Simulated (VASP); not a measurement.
## Al3Pd under changes of volume

One of the cells (15.679 Å³/atom); the others are scaled copies at fixed shape and fractional positions:

```
Pd Al
1.0
     3.97305    0.00000    0.00000
     0.00000    3.97305    0.00000
     0.00000    0.00000    3.97305
Pd Al
1 3
Direct
  0.00000 0.00000 0.00000
  0.50000 0.50000 0.00000
  0.50000 0.00000 0.50000
  0.00000 0.50000 0.50000
```

The cell comes from a database or a generator and needn't be the stable form of this composition.

| Property | Result |
| --- | --- |
| Program | VASP 6.6.1 |
| Functional | PBE |
| Potentials or basis | VASP PAW PBE potentials, release 64 (Pd, Al) |
| Cutoff | 520 eV |
| k mesh | 7 × 7 × 7 |
| Occupations | fermi-dirac, width 0.05 eV |
| Spin | no spin polarisation |

```tsv
volume (Å³/atom)	energy over the lowest point (meV/atom)	pressure (GPa)
14.449	30.32	9.5
14.756	?	?
15.064	5.31	3.8
15.679	0.00	-0.8
15.986	3.46	-2.8
16.294	10.43	-4.5
```

Question: What does the run at 14.756 Å³/atom give?

Answer: Energy over the lowest point 15.07 meV/atom; pressure 6.5 GPa.

Worked out: A Birch-Murnaghan fit of order 3 (a polynomial in V^(-2/3)) to the other rows has its minimum at 15.56 Å³/atom with B0 = V·E''(V) = 108 GPa and B' = 4.7. It gives 15.09 meV/atom at 14.756 Å³/atom, against the run's 15.07, and -dE/dV = 6.5 GPa, against 6.5.

Energies are extrapolated to zero smearing.
